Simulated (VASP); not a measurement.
MgSn2N2, 5 atoms in the cell. Symmetry: P-3m1, No. 164, trigonal system. Conventional cell: a = 5.039 Å, b = 5.039 Å, c = 5.551 Å, α = 90.00°, β = 90.00°, γ = 120.00°. Mg (site symmetry -3m) is surrounded by 2 N at 2.20 Å. Around Sn (site symmetry 3m) lie 3 Mg at 3.02 Å and 3 N at 3.23 Å and 3 Sn at 3.33 Å. N (site symmetry 3m) has 1 N at 1.14 Å as nearest neighbours. The cell was built by a generator and needn't be a form met in nature.

* Program: VASP 6.6.1
* Task: relaxation of cell and atoms
* Functional: PBE
* Potentials or basis: VASP PAW PBE potentials, release 64 (Mg, Sn_d, N)
* Cutoff: 520 eV
* k mesh: 8 × 8 × 6
* Occupations: gaussian, width 0.1 eV
* Spin: no spin polarisation
* Further INCAR settings: ALGO = Normal; EDIFF = 1e-07; IBRION = 2; POTIM = 0.3; EDIFFG = -0.005; NSW = 60; ISIF = 3

Potentials or basis: VASP PAW PBE potentials, release 64 (Mg, Sn_d, N).

Launch:

```console
$ cat potpaw_PBE.64/Mg/POTCAR potpaw_PBE.64/Sn_d/POTCAR potpaw_PBE.64/N/POTCAR > POTCAR
$ mpirun -np 4 vasp_std > vasp.out
```

Hardware: 4 MPI ranks on Intel(R) Xeon(R) Platinum 8559C (Emerald Rapids) (shared host).

Question: Estimate the wall time of this run.

Answer: It took 95 s on 4 MPI ranks on Intel(R) Xeon(R) Platinum 8559C (Emerald Rapids), on a shared host, peak memory 0.35 GiB a rank. Counts: scf iterations 31, k points 50, ion steps 3.
